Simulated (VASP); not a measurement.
VASP input:

### INCAR
```
SYSTEM = MoS2
PREC = Accurate; ENCUT = 400; LREAL = .False.
LASPH = .True.
EDIFF = 1E-6; NELM = 100; ALGO = Normal
LMAXMIX = 4
ISMEAR = 0; SIGMA = 0.05
GGA = PE
IBRION = 2; NSW = 60; ISIF = 3
EDIFFG = -0.02
LWAVE = .False.; LCHARG = .False.
```

**KPOINTS**
```
Automatic mesh
0
Gamma
7 7 7
0 0 0
```

POSCAR:
```
MoS2
1
    1.5914768554     0.9188391007     6.7655853458
   -1.5914768554     0.9188391007     6.7655853458
    0.0000000000    -1.8376793138     6.7655853617
Mo S
1 2
Direct
  0.0000006791   0.0000006791   0.0000006791
  0.7436039767   0.7436039767   0.7436039767
  0.5896953442   0.5896953442   0.5896953442
```

POTCAR, in this order: Mo_sv S (PBE.64 set). Program: vasp_std.

### Question
Write an equivalent input for Ansatz.

### Answer
One equivalent input (not run):
Ansatz 0.2 input:
```yaml
crystal:
  lattice:
    - [1.5914769, 0.9188391, 6.7655853]
    - [-1.5914769, 0.9188391, 6.7655853]
    - [0.0000000, -1.8376793, 6.7655854]
  atoms:
    - { symbol: Mo, position: [0.0000007, 0.0000007, 0.0000007] }
    - { symbol: S, position: [0.7436040, 0.7436040, 0.7436040] }
    - { symbol: S, position: [0.5896953, 0.5896953, 0.5896953] }
kpoints:
  mp_grid: { grid: [7, 7, 7] }
hamiltonian:
  xc: pbe
  pseudopotentials: { kind: paw }
scf:
  occupations: { method: gaussian, width: 0.05 }
  max_iter: 100
relax:
  max_steps: 60
  f_tol: 0.02
  cell: {}
output: { forces: true, stress: true, eigenvalues: true }
```
Limits of the translation: each code has its own PAW files, so the cut-off isn't converted (ENCUT is set for VASP's; basis.ecutwfc is left out, and Ansatz then takes the one that its files recommend); Ansatz stops its SCF on the density residual and VASP on the energy change (EDIFF).

The structure was generated: MoS2 was put into the 3R-MoS2 type (R3m), which need not be its known phase. It was relaxed first, which changed the volume by +12 %. The start is the result of an earlier pass.
